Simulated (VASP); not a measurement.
Data:

```
CELL_PARAMETERS angstrom
      0.00000     1.96238     1.96238
      1.96238     0.00000     1.96238
      1.96238     1.96238     0.00000
ATOMIC_POSITIONS crystal
  Pt 0.00000 0.00000 0.00000
```

Computed with PBE GGA with D3 dispersion (Becke-Johnson damping), VASP's PBE PAW potentials (set 64) (plane waves; VASP 6.6.1). Numerical set-up: 520 eV cut-off, Gaussian smearing of 0.050 eV, potentials Pt.

Q: Give the energies of bands 1 to 6 at the high-symmetry points, in eV from the Fermi level.

A: 
```json
[
 {"band": "1", "Γ": "-10.17", "X": "-7.03", "U": "-6.22", "L": "-7.28", "W": "-5.62"},
 {"band": "2", "Γ": "-3.75", "X": "-6.58", "U": "-5.43", "L": "-3.82", "W": "-4.52"},
 {"band": "3", "Γ": "-3.75", "X": "0.03", "U": "-2.83", "L": "-3.82", "W": "-4.52"},
 {"band": "4", "Γ": "-3.75", "X": "0.51", "U": "-1.29", "L": "-0.44", "W": "-1.98"},
 {"band": "5", "Γ": "-1.60", "X": "0.51", "U": "-0.15", "L": "0.06", "W": "0.52"},
 {"band": "6", "Γ": "-1.60", "X": "1.80", "U": "5.75", "L": "0.06", "W": "7.13"}
]
```

It has no gap at this level: it comes out as a metal or semimetal.

The compound is Pt in the fcc structure. It was relaxed first.
